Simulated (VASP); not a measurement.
A convergence study with VASP on TiC (rock salt): one setting is varied, all else stays as given below, so the limit is that of these other settings.

```xyz
2
Lattice="0.0000 2.1650 2.1650 2.1650 0.0000 2.1650 2.1650 2.1650 0.0000" Properties=species:S:1:pos:R:3 pbc="T T T"
Ti     0.0000     0.0000     0.0000
C      2.1650     2.1650     2.1650
```

The numbers are results of LDA (Ceperley-Alder, Perdew-Zunger), VASP's LDA PAW potentials (set 64) (plane waves; VASP 6.6.1), not measurements. The tightest run used: 700 eV cut-off, 24×24×24 Γ-centred mesh, tetrahedra with Blöchl corrections, potentials Ti_sv C.

Question: The settings run are 3×3×3 mesh; 4×4×4 mesh; 5×5×5 mesh; 6×6×6 mesh; 7×7×7 mesh; 8×8×8 mesh; 9×9×9 mesh; 10×10×10 mesh; 11×11×11 mesh; 12×12×12 mesh; 13×13×13 mesh; 14×14×14 mesh; 15×15×15 mesh; 16×16×16 mesh; 17×17×17 mesh; 18×18×18 mesh; 19×19×19 mesh; 20×20×20 mesh; 21×21×21 mesh; 22×22×22 mesh; 23×23×23 mesh; 24×24×24 mesh. From which on does the energy per atom stay within 0.01 eV/atom of the tightest run?

Answer: From 7×7×7 mesh on: it is off by 0.0069 there and by no more than 0.01 in any finer run, while 6×6×6 mesh is off by 0.0129.
```csv
setting,E (eV/atom),pressure (GPa),irreducible k-points,difference judged (eV/atom)
3×3×3 mesh,-10.0783,-11.28,4,0.1763
4×4×4 mesh,-10.1902,-11.86,8,0.0644
5×5×5 mesh,-10.2249,-11.32,10,0.0297
6×6×6 mesh,-10.2417,-11.72,16,0.0129
7×7×7 mesh,-10.2476,-11.85,20,0.0069
8×8×8 mesh,-10.2503,-11.89,29,0.0042
9×9×9 mesh,-10.2517,-11.90,35,0.0028
10×10×10 mesh,-10.2533,-11.86,47,0.0012
11×11×11 mesh,-10.2539,-11.87,56,0.0007
12×12×12 mesh,-10.2542,-11.87,72,0.0003
13×13×13 mesh,-10.2543,-11.88,84,0.0002
14×14×14 mesh,-10.2543,-11.88,104,0.0002
15×15×15 mesh,-10.2543,-11.87,120,0.0002
16×16×16 mesh,-10.2543,-11.87,145,0.0002
17×17×17 mesh,-10.2543,-11.87,165,0.0002
18×18×18 mesh,-10.2544,-11.87,195,0.0001
19×19×19 mesh,-10.2544,-11.87,220,0.0001
20×20×20 mesh,-10.2545,-11.87,256,0.0001
21×21×21 mesh,-10.2545,-11.87,286,0.0000
22×22×22 mesh,-10.2545,-11.87,328,0.0000
23×23×23 mesh,-10.2545,-11.87,364,0.0000
24×24×24 mesh,-10.2545,-11.87,413,0.0000
```

Left out are rungs that failed or repeat a setting and relaxations that didn't move; long series are thinned to 24 rows.

The compound is TiC in the rock salt structure. The cell was not relaxed at this level.
